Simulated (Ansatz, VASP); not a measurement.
## Two plane-wave programs on BeOs

```
CELL_PARAMETERS angstrom
0.00000 2.25931 2.25931
2.25931 0.00000 2.25931
2.25931 2.25931 0.00000
ATOMIC_POSITIONS crystal
Be 0.00000 0.00000 0.00000
Os 0.50000 0.50000 0.50000
```

Change from the starting cell: species swapped into the GdBi type (Fm-3m, No. 225).

Alike in both runs: functional PBE; k mesh 22 × 22 × 22; occupations gaussian, width 0.1 eV; no spin polarisation.

Ansatz relaxed the structure, and its values are those at the end. VASP's run is a single point on that final structure, the one shown.

|  | VASP | Ansatz |
| --- | --- | --- |
| version | VASP 6.6.1 | Ansatz 0.2.0 |
| potentials or method | VASP PAW PBE potentials, release 64 (Be, Os) | scalar-relativistic, plane waves, PAW |
| plane-wave cutoff (eV) | 520 | 420 |
| valence electrons in the cell | 10 | 18 |

|  | VASP | Ansatz | Ansatz less VASP |
| --- | --- | --- | --- |
| gap on the k mesh at the Fermi level (eV) | none | none | - |
| pressure (GPa) | 0.5 | 0.0 | -0.45 |

A gap of «none» marks a metal or a gap that the smearing closes. The two sets of potentials don't hold the same shells in valence.

Spin-orbit coupling is left out, which matters for the levels of Os.
